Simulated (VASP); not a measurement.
Crystal: Ta2Bi2O.

```
Ta Bi O
1.0
     6.04365    0.00000    0.00000
     0.00000    6.04365    0.00000
     0.00000    0.00000    6.04365
Ta Bi O
4 4 2
Direct
  0.25000 0.25000 0.25000
  0.75000 0.75000 0.25000
  0.75000 0.25000 0.75000
  0.25000 0.75000 0.75000
  0.75000 0.75000 0.75000
  0.25000 0.25000 0.75000
  0.25000 0.75000 0.25000
  0.75000 0.25000 0.25000
  0.00000 0.00000 0.00000
  0.50000 0.50000 0.50000
```

The cell was built by a generator and needn't be a form met in nature.

| Quantity | Value |
| --- | --- |
| Program | VASP 6.6.1 |
| Task | relaxation of cell and atoms |
| Functional | PBE |
| Potentials or basis | VASP PAW PBE potentials, release 64 (Ta_pv, Bi_d, O) |
| Cutoff | 520 eV |
| k mesh | 3 × 3 × 3 |
| Occupations | gaussian, width 0.15 eV |
| Spin | no spin polarisation |

At the start: pressure -4.6 GPa; volume 22.07 Å³/atom.

**Question.** Where does the relaxation end?

**Answer.** Over 3 steps the energy falls by 16.7 meV/atom and the volume is 20.99 Å³/atom (-4.9 %); space group Pn-3m (No. 224, to 0.05 Å).

Step by step:
| step | energy change (eV) | largest force (eV/Å) | pressure (GPa) | volume (Å³) |
| --- | --- | --- | --- | --- |
| 1 | 0.0000 | 0.0000 | -4.64 | 220.75 |
| 2 | -0.0302 | 0.0000 | 5.22 | 200.96 |
| 3 | -0.1670 | 0.0000 | 0.06 | 209.90 |

Final structure:
```
Ta Bi O
1.0
     5.94296    0.00000    0.00000
     0.00000    5.94296    0.00000
     0.00000    0.00000    5.94296
Ta Bi O
4 4 2
Direct
  0.25000 0.25000 0.25000
  0.75000 0.75000 0.25000
  0.75000 0.25000 0.75000
  0.25000 0.75000 0.75000
  0.75000 0.75000 0.75000
  0.25000 0.25000 0.75000
  0.25000 0.75000 0.25000
  0.75000 0.25000 0.25000
  0.00000 0.00000 0.00000
  0.50000 0.50000 0.50000
```

Caveat: the relaxation stopped at a loose force limit of 0.08 eV/Å, so its end isn't a converged minimum.
